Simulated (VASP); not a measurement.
# GeRh under strain, part 3 of 4

How does the pressure of GeRh answer to a change of volume? The bands are shown for each cell. All runs use r2SCAN. Left out of this account: 1 further run (self-consistent run: a reference on another mesh). The start is a computed cell from the Materials Project.

VASP 6.6.1; r2SCAN; plane waves and PAW (Ge_d, Rh_pv).

Still holding for the runs below: Spin-orbit coupling is off here; it would split degenerate levels.

So far, pressure (GPa): step 2 (bands, cell as listed) -1.04; step 3 (cell volume +4.0 %) -7.75; step 4 (cell volume +8.0 %) -13.1.

## Step 5: Bands, sheared, principal strains -3.7, +0.8, +3.0 %

The cell is sheared at fixed volume, which lowers its symmetry.

File INCAR:

```
SYSTEM = GeRh
PREC = Accurate
ENCUT = 410
EDIFF = 1E-06
NELM = 100
ISMEAR = -1
SIGMA = 0.05
LREAL = .FALSE.
ALGO = Normal
METAGGA = R2SCAN
LASPH = .TRUE.
NBANDS = 83
LORBIT = 11
LWAVE = .FALSE.
LCHARG = .FALSE.
KPAR = 8
```

File POSCAR:

```
GeRh
1.0
    4.9693350000      0.0377330000      0.0355050000
    0.0377330000      4.7512940000      0.0817410000
    0.0355050000      0.0817410000      5.0104410000
Ge Rh
4 4
Direct
    0.1662818700      0.3337181300      0.6662818700
    0.3337181300      0.6662818700      0.1662818700
    0.6662818700      0.1662818700      0.3337181300
    0.8337181300      0.8337181300      0.8337181300
    0.8822094400      0.6177905600      0.3822094400
    0.6177905600      0.3822094400      0.8822094400
    0.3822094400      0.8822094400      0.6177905600
    0.1177905600      0.1177905600      0.1177905600
```

File KPOINTS:

```
Automatic mesh
0
Gamma
6 6 6
0 0 0
```

File KPOINTS_OPT:

```
Line mode
12
Line-mode
Reciprocal
 -0.50000000   0.00000000   0.00000000 X
  0.00000000   0.00000000   0.00000000 GAMMA

  0.00000000   0.00000000   0.00000000 GAMMA
  0.00000000   0.00000000  -0.50000000 Y

 -0.50000000   0.00000000  -0.50000000 L
  0.00000000   0.00000000   0.00000000 GAMMA

  0.00000000   0.00000000   0.00000000 GAMMA
  0.00000000  -0.50000000   0.00000000 Z

 -0.50000000  -0.50000000   0.00000000 N
  0.00000000   0.00000000   0.00000000 GAMMA

  0.00000000   0.00000000   0.00000000 GAMMA
  0.00000000  -0.50000000  -0.50000000 M

 -0.50000000  -0.50000000  -0.50000000 R
  0.00000000   0.00000000   0.00000000 GAMMA
```

The projector-augmented-wave data sets are Ge_d and Rh_pv (PBE family, release 64).

The run is started by

```sh
mpirun -np 8 vasp_std
```

Log:

```text
[... set-up lines as in an earlier step ...]
 entering main loop
       N       E                     dE             d eps       ncg     rms          rms(c)
DAV:   1     0.140883494218E+04    0.14088E+04   -0.46370E+04 26808   0.333E+03
DAV:   2     0.713536020647E+02   -0.13375E+04   -0.12543E+04 18592   0.886E+02
DAV:   3    -0.165690800018E+03   -0.23704E+03   -0.22615E+03 19438   0.224E+02
DAV:   4    -0.179543541632E+03   -0.13853E+02   -0.13708E+02 21109   0.609E+01
DAV:   5    -0.179908735769E+03   -0.36519E+00   -0.36500E+00 22125   0.105E+01    0.243E+01
DAV:   6    -0.156365782182E+03    0.23543E+02   -0.16736E+01 20065   0.233E+01    0.709E+00
DAV:   7    -0.155858120811E+03    0.50766E+00   -0.15430E+00 20716   0.826E+00    0.499E+00
DAV:   8    -0.155853392654E+03    0.47282E-02   -0.16291E-01 22750   0.244E+00    0.189E+00
DAV:   9    -0.155852617317E+03    0.77534E-03   -0.47730E-02 20820   0.179E+00    0.646E-01
DAV:  10    -0.155850900255E+03    0.17171E-02   -0.13987E-02 19854   0.971E-01    0.168E-01
DAV:  11    -0.155851512136E+03   -0.61188E-03   -0.23105E-03 23956   0.404E-01    0.881E-02
DAV:  12    -0.155851561559E+03   -0.49423E-04   -0.28584E-04 20906   0.172E-01    0.529E-02
DAV:  13    -0.155851550676E+03    0.10883E-04   -0.54785E-05 21925   0.699E-02    0.357E-02
DAV:  14    -0.155851526812E+03    0.23864E-04   -0.36084E-05 23866   0.637E-02    0.555E-03
DAV:  15    -0.155851526644E+03    0.16776E-06   -0.59552E-06 19277   0.335E-02
   1 F= -.15585153E+03 E0= -.15584635E+03  d E =-.103471E-01
 Start KPOINTS_OPT (optional k-point list driver)
k-point batch [1-84\84]
       N       E                     dE             ncg
DAV:   1     0.384759647596E+05   -0.80861E+05    20080
DAV:   2    -0.753517688020E+05   -0.11383E+06    13952
DAV:   3    -0.952151684914E+05   -0.19863E+05    14668
DAV:   4    -0.963566912857E+05   -0.11415E+04    15459
DAV:   5    -0.963876523863E+05   -0.30961E+02    17130
DAV:   6    -0.963886485885E+05   -0.99620E+00    18802
DAV:   7    -0.963886741904E+05   -0.25602E-01    18066
DAV:   8    -0.963886748006E+05   -0.61022E-03    18723
DAV:   9    -0.963886748085E+05   -0.78729E-05    10818
DAV:  10    -0.963886748094E+05   -0.92457E-06     9325
```

Run time: 10 min. Hardware: 8 MPI ranks of Intel Xeon Platinum 8259CL at 2.50GHz (Skylake/Cascade Lake), shared host; peak memory 7.6 GiB.

From OUTCAR (step 5):

```text
   k-points           NKPTS =    112   k-points in BZ     NKDIM =    112   number of bands    NBANDS=     83

   ENCUT  =  410.0 eV  30.13 Ry    5.49 a.u.   8.20  7.85  8.27*2*pi/ulx,y,z

   NELECT =     116.0000    total number of electrons

 E-fermi :  10.0429

 k-point     1 :       0.0000    0.0000    0.0000
  band No.  band energies     occupation
    ...
     55       8.7629      2.00000
     56       8.9873      2.00000
     57       9.7293      1.99622
     58       9.7641      1.99244
     59       9.8395      1.96635
     60      12.1075      0.00000
     61      12.2999      0.00000
     62      12.4308      0.00000
     63      13.3161      0.00000
     64      13.6408      0.00000
    ...

  Total       -1.5527812      2.9495228     -2.3139601     -1.1189701     -2.2404649     -0.8600217
  in kB      -21.0379787     39.9618424    -31.3508718    -15.1604545    -30.3551155    -11.6520718
  external PRESSURE =      -4.1423361 kB  Pullay stress =       0.0000000 kB

 POSITION                                       TOTAL-FORCE (eV/Angst)
 -----------------------------------------------------------------------------------
      0.86256      1.64633      3.37155         0.187316      0.287361      0.120794
      1.68940      3.19189      0.89946         0.037360     -0.295198      0.119445
      3.32910      0.84247      1.70932         0.199934     -0.128613     -0.047324
      4.20408      4.06085      4.27505         0.054704      0.330279      0.010405
      4.42088      2.99984      1.99686        -0.132053      0.226212      0.171490
      3.11575      1.91141      4.47344        -0.093763     -0.273149      0.091759
      1.95455      4.25656      3.18109        -0.045235     -0.355418     -0.185296
      0.59397      0.57373      0.60399        -0.208263      0.208527     -0.281273
 -----------------------------------------------------------------------------------
    total drift:                                0.001952      0.000447      0.001035

  FREE ENERGIE OF THE ION-ELECTRON SYSTEM (eV)
  ---------------------------------------------------
  free  energy   TOTEN  =      -155.8515266442 eV

  energy  without entropy=     -155.8411795389  energy(sigma->0) =     -155.84635309

[... 15 further parts left out ...]
```

The path and its labels are those of the sheared lattice, so a letter need not mean the same point as in the unstrained cell.

Numbers from this step:

| Item | Value |
| --- | --- |
| irreducible k-points | 112 |
| symmetry operations | 1 |
| free energy (TOTEN) | -155.8515 eV |
| energy at zero smearing | -155.8464 eV |
| Fermi energy | 10.04 eV |
| pressure | -0.4142 GPa |

The electronic bands at the labelled points (eV, zero at the Fermi level; # counts the bands kept, so #1 is VASP's band 35):

```
          point    #21    #22    #23    #24    #25    #26   #27   #28
              X  -1.05  -1.00  -0.79  -0.73   1.11   1.17  1.73  1.84
0.45 of the way  -1.33  -0.78  -0.70  -0.49   0.89   1.70  1.81  2.21
              Γ  -1.28  -1.06  -0.31  -0.28  -0.20   2.06  2.26  2.39
0.45 of the way  -1.20  -0.77  -0.56  -0.37   0.78   1.52  2.01  2.23
              Y  -0.92  -0.78  -0.76  -0.66   1.39   1.44  1.48  1.56
      jump to L  -1.53  -1.53   0.16   0.21   0.50   0.53  2.09  2.20
0.45 of the way  -1.41  -0.98  -0.81  -0.27   0.95   1.30  2.18  2.47
              Γ  -1.28  -1.06  -0.31  -0.28  -0.20   2.06  2.26  2.39
0.45 of the way  -1.34  -0.82  -0.75  -0.40   0.95   1.48  2.10  2.24
              Z  -1.08  -1.01  -0.83  -0.74   1.22   1.27  1.36  1.57
      jump to N  -1.80  -1.78   0.01   0.07   0.35   0.37  1.91  2.06
0.45 of the way  -1.60  -1.07  -0.88  -0.29   0.81   1.30  1.85  2.42
              Γ  -1.28  -1.06  -0.31  -0.28  -0.20   2.06  2.26  2.39
0.55 of the way  -1.48  -1.02  -0.88  -0.26   0.97   1.36  1.89  2.17
              M  -1.67  -1.66   0.09   0.16   0.43   0.49  1.82  2.08
      jump to R  -1.67  -1.66  -0.51  -0.40  -0.32  -0.30  3.71  3.77
0.45 of the way  -1.61  -1.30  -0.84  -0.17   0.52   1.20  1.62  2.24
              Γ  -1.28  -1.06  -0.31  -0.28  -0.20   2.06  2.26  2.39
```

Of the projections kept (Ge, Rh), the largest for each band there; the rest of the weight can lie on other orbitals:

```
point      #21      #22      #23      #24      #25      #26      #27      #28
    X  Rh 0.87  Rh 0.87  Rh 0.93  Rh 0.93  Rh 0.74  Rh 0.72  Rh 0.73  Rh 0.72
    Γ  Rh 0.88  Rh 0.88  Rh 0.89  Rh 0.91  Rh 0.90  Rh 0.57  Rh 0.56  Rh 0.56
    Y  Rh 0.93  Rh 0.92  Rh 0.91  Rh 0.89  Rh 0.71  Rh 0.77  Rh 0.67  Rh 0.75
    L  Rh 0.95  Rh 0.95  Rh 0.77  Rh 0.77  Rh 0.73  Rh 0.73  Rh 0.70  Rh 0.69
    Γ  Rh 0.88  Rh 0.88  Rh 0.89  Rh 0.91  Rh 0.90  Rh 0.57  Rh 0.56  Rh 0.56
    Z  Rh 0.86  Rh 0.85  Rh 0.96  Rh 0.96  Rh 0.74  Rh 0.74  Rh 0.74  Rh 0.74
```

Force by atom:

```
atom  x (eV/Å)  y (eV/Å)  z (eV/Å)   size
 Ge1     0.187     0.287     0.121  0.364
 Ge2     0.037    -0.295     0.119  0.321
 Ge3     0.200    -0.129    -0.047  0.242
 Ge4     0.055     0.330     0.010  0.335
 Rh5    -0.132     0.226     0.171  0.313
 Rh6    -0.094    -0.273     0.092  0.303
 Rh7    -0.045    -0.355    -0.185  0.403
 Rh8    -0.208     0.209    -0.281  0.407
```

 The pressure is -0.41 GPa, and the symmetry operations fall from 12 to 1.

## Step 6: Bands, volume times 0.96

The cell is compressed evenly, with fractional positions held.

INCAR is that of step 5.

Edit POSCAR of step 5 so:

```diff
@@ -2,5 +2,5 @@
 1.0
-    4.9693350000      0.0377330000      0.0355050000
-    0.0377330000      4.7512940000      0.0817410000
-    0.0355050000      0.0817410000      5.0104410000
+    4.8420513165      0.0000000000      0.0000000000
+    0.0000000000      4.8420513165      0.0000000000
+    0.0000000000      0.0000000000      4.8420513165
 Ge Rh
```

KPOINTS is that of step 5.

File KPOINTS_OPT:

```
Line mode
12
Line-mode
Reciprocal
  0.00000000   0.00000000   0.00000000 GAMMA
  0.00000000   0.50000000   0.00000000 X

  0.00000000   0.50000000   0.00000000 X
  0.50000000   0.50000000   0.00000000 M

  0.50000000   0.50000000   0.00000000 M
  0.00000000   0.00000000   0.00000000 GAMMA

  0.00000000   0.00000000   0.00000000 GAMMA
  0.50000000   0.50000000   0.50000000 R

  0.50000000   0.50000000   0.50000000 R
  0.00000000   0.50000000   0.00000000 X

  0.50000000   0.50000000   0.00000000 M
  0.50000000   0.50000000   0.50000000 R
```

The run is started by

```sh
mpirun -np 8 vasp_std
```

Log:

```text
[... set-up lines as in an earlier step ...]
 entering main loop
       N       E                     dE             d eps       ncg     rms          rms(c)
DAV:   1     0.140865032033E+04    0.14087E+04   -0.45919E+04  5670   0.335E+03
DAV:   2     0.725681545819E+02   -0.13361E+04   -0.12504E+04  3984   0.883E+02
DAV:   3    -0.165922997627E+03   -0.23849E+03   -0.22787E+03  4174   0.226E+02
DAV:   4    -0.179472111713E+03   -0.13549E+02   -0.13416E+02  4498   0.604E+01
DAV:   5    -0.179832923923E+03   -0.36081E+00   -0.36063E+00  4797   0.104E+01    0.267E+01
DAV:   6    -0.156324471862E+03    0.23508E+02   -0.16050E+01  4263   0.228E+01    0.746E+00
DAV:   7    -0.155875782614E+03    0.44869E+00   -0.14409E+00  4567   0.799E+00    0.564E+00
DAV:   8    -0.155864152500E+03    0.11630E-01   -0.15930E-01  4940   0.231E+00    0.198E+00
DAV:   9    -0.155860227131E+03    0.39254E-02   -0.42080E-02  4674   0.133E+00    0.197E-01
DAV:  10    -0.155861339488E+03   -0.11124E-02   -0.45174E-03  4759   0.561E-01    0.778E-02
DAV:  11    -0.155861449434E+03   -0.10995E-03   -0.36050E-04  4503   0.101E-01    0.452E-02
DAV:  12    -0.155861433004E+03    0.16430E-04   -0.55499E-05  5242   0.538E-02    0.102E-02
DAV:  13    -0.155861434264E+03   -0.12600E-05   -0.49916E-06  3703   0.118E-02    0.288E-03
DAV:  14    -0.155861434478E+03   -0.21393E-06   -0.15110E-06  2772   0.113E-02
   1 F= -.15586143E+03 E0= -.15585686E+03  d E =-.915582E-02
 Start KPOINTS_OPT (optional k-point list driver)
k-point batch [1-24\72]
       N       E                     dE             ncg
DAV:   1     0.105683512189E+05   -0.30906E+05     5730
DAV:   2    -0.220415146218E+05   -0.32610E+05     3984
DAV:   3    -0.277801213686E+05   -0.57386E+04     4164
DAV:   4    -0.280981626833E+05   -0.31804E+03     4492
DAV:   5    -0.281067421219E+05   -0.85794E+01     4925
DAV:   6    -0.281070060835E+05   -0.26396E+00     5450
DAV:   7    -0.281070120621E+05   -0.59786E-02     5082
DAV:   8    -0.281070122217E+05   -0.15955E-03     5431
DAV:   9    -0.281070122237E+05   -0.20712E-05     3069
DAV:  10    -0.281070122240E+05   -0.24353E-06     2784
[...]
k-point batch [49-72\72]
       N       E                     dE             ncg
DAV:   1     0.104284761153E+05   -0.58927E+05     5695
DAV:   2    -0.221527534512E+05   -0.32581E+05     3984
DAV:   3    -0.278401289519E+05   -0.56874E+04     4145
DAV:   4    -0.281707602517E+05   -0.33063E+03     4500
DAV:   5    -0.281797459521E+05   -0.89857E+01     4970
DAV:   6    -0.281800230310E+05   -0.27708E+00     5473
DAV:   7    -0.281800289926E+05   -0.59616E-02     5122
DAV:   8    -0.281800291485E+05   -0.15587E-03     5386
DAV:   9    -0.281800291504E+05   -0.19909E-05     3274
DAV:  10    -0.281800291507E+05   -0.23755E-06     2602
```

Run time: 2.6 min. Hardware: 8 MPI ranks; peak memory 2.7 GiB; 21 min of CPU time.

OUTCAR, selected parts (step 6):

```text
   ENCUT  =  410.0 eV  30.13 Ry    5.49 a.u.   7.99  7.99  7.99*2*pi/ulx,y,z

   NELECT =     116.0000    total number of electrons

 E-fermi :  10.6913

 k-point     1 :       0.0000    0.0000    0.0000
  band No.  band energies     occupation
    ...
     55       9.3504      2.00000
     56       9.3504      2.00000
     57      10.4466      1.98512
     58      10.4466      1.98512
     59      10.4466      1.98512
     60      13.0536      0.00000
     61      13.0536      0.00000
     62      13.0536      0.00000
     63      14.2917      0.00000
     64      14.2917      0.00000
    ...

  Total        5.6506831      5.6506831      5.6506831      0.0000000     -0.0000000      0.0000000
  in kB       79.7486551     79.7486551     79.7486551      0.0000000     -0.0000000      0.0000000
  external PRESSURE =      79.7486551 kB  Pullay stress =       0.0000000 kB

 POSITION                                       TOTAL-FORCE (eV/Angst)
 -----------------------------------------------------------------------------------
      0.80515      1.61588      3.22617        -0.102673      0.102673     -0.102673
      1.61588      3.22617      0.80515         0.102673     -0.102673     -0.102673
      3.22617      0.80515      1.61588        -0.102673     -0.102673      0.102673
      4.03691      4.03691      4.03691         0.102673      0.102673      0.102673
      4.27170      2.99137      1.85068        -0.187412      0.187412     -0.187412
      2.99137      1.85068      4.27170         0.187412     -0.187412     -0.187412
      1.85068      4.27170      2.99137        -0.187412     -0.187412      0.187412
      0.57035      0.57035      0.57035         0.187412      0.187412      0.187412
 -----------------------------------------------------------------------------------
    total drift:                               -0.000002      0.000000      0.000000

  FREE ENERGIE OF THE ION-ELECTRON SYSTEM (eV)
  ---------------------------------------------------
  free  energy   TOTEN  =      -155.8614344778 eV

  energy  without entropy=     -155.8522786572  energy(sigma->0) =     -155.85685657

[... 5 parts as in an earlier step ...]

[... 11 further parts left out ...]
```

Numbers from this step:

```yaml
scf_cycles: 14
irreducible_k_points: 24
symmetry_operations: 12
free_energy_toten: -155.8614 eV
energy_at_zero_smearing: -155.8569 eV
fermi_energy: 10.69 eV
pressure: 7.975 GPa
```

Electronic bands along the path, in eV, zero at the Fermi level; # counts the bands kept, so #1 is VASP's band 35:

```
          point    #21    #22    #23    #24    #25    #26   #27   #28
              Γ  -1.34  -1.34  -0.24  -0.24  -0.24   2.36  2.36  2.36
0.45 of the way  -1.38  -0.79  -0.71  -0.40   0.88   1.71  2.12  2.35
              X  -1.02  -1.02  -0.80  -0.80   1.39   1.39  1.64  1.64
0.55 of the way  -1.47  -1.47  -0.53  -0.53   1.29   1.29  2.46  2.46
              M  -1.76  -1.76   0.13   0.13   0.47   0.47  2.18  2.18
0.55 of the way  -1.55  -0.95  -0.85  -0.26   0.84   1.53  2.02  2.60
              Γ  -1.34  -1.34  -0.24  -0.24  -0.24   2.36  2.36  2.36
0.55 of the way  -1.74  -1.36  -0.85  -0.26   0.54   1.49  1.78  2.50
              R  -1.80  -1.80  -0.40  -0.40  -0.40  -0.40  4.01  4.01
0.45 of the way  -1.67  -1.67  -0.55  -0.55   0.72   0.72  2.27  2.27
              X  -1.02  -1.02  -0.80  -0.80   1.39   1.39  1.64  1.64
      jump to M  -1.76  -1.76   0.13   0.13   0.47   0.47  2.18  2.18
0.45 of the way  -1.84  -1.84  -0.32  -0.32   0.27   0.27  2.58  2.58
              R  -1.80  -1.80  -0.40  -0.40  -0.40  -0.40  4.01  4.01
```

Of the projections kept (Ge, Rh), the largest for each band there; the rest of the weight can lie on other orbitals:

```
point      #21      #22      #23      #24      #25      #26      #27      #28
    Γ  Rh 0.83  Rh 0.83  Rh 0.90  Rh 0.90  Rh 0.90  Rh 0.55  Rh 0.55  Rh 0.55
    X  Rh 0.86  Rh 0.86  Rh 0.94  Rh 0.94  Rh 0.71  Rh 0.71  Rh 0.75  Rh 0.75
    M  Rh 0.94  Rh 0.94  Rh 0.80  Rh 0.80  Rh 0.76  Rh 0.76  Rh 0.70  Rh 0.70
    Γ  Rh 0.83  Rh 0.83  Rh 0.90  Rh 0.90  Rh 0.90  Rh 0.55  Rh 0.55  Rh 0.55
    R  Rh 0.94  Rh 0.94  Rh 0.92  Rh 0.92  Rh 0.92  Rh 0.92  Ge 0.75  Ge 0.75
    X  Rh 0.86  Rh 0.86  Rh 0.94  Rh 0.94  Rh 0.71  Rh 0.71  Rh 0.75  Rh 0.75
```

Force by atom:

```
atom  x (eV/Å)  y (eV/Å)  z (eV/Å)   size
 Ge1    -0.103     0.103    -0.103  0.178
 Ge2     0.103    -0.103    -0.103  0.178
 Ge3    -0.103    -0.103     0.103  0.178
 Ge4     0.103     0.103     0.103  0.178
 Rh5    -0.187     0.187    -0.187  0.325
 Rh6     0.187    -0.187    -0.187  0.325
 Rh7    -0.187    -0.187     0.187  0.325
 Rh8     0.187     0.187     0.187  0.325
```

 The pressure is 7.97 GPa.

For the pressure, step 2 gave -1.04 GPa; this run, with cell volume -4.0 %, gives 7.97 GPa.

(Continued in part 4 of 4.)

[Lines on the potential files, build, host, timing and source positions are cut from VASP's logs without a mark.]

[Logs are printed without paths, hosts, clocks, repeated set-up lines and the standing remarks that a program may print on its own settings, such as how far it seeks lower states.]

[Hosts, paths, dates, database ids (printed as entryN), source tags and the programs' standing remarks are cut or masked in the printed files.]

[A measured line is paired with the nearest computed mode of its activity, which favours agreement.]
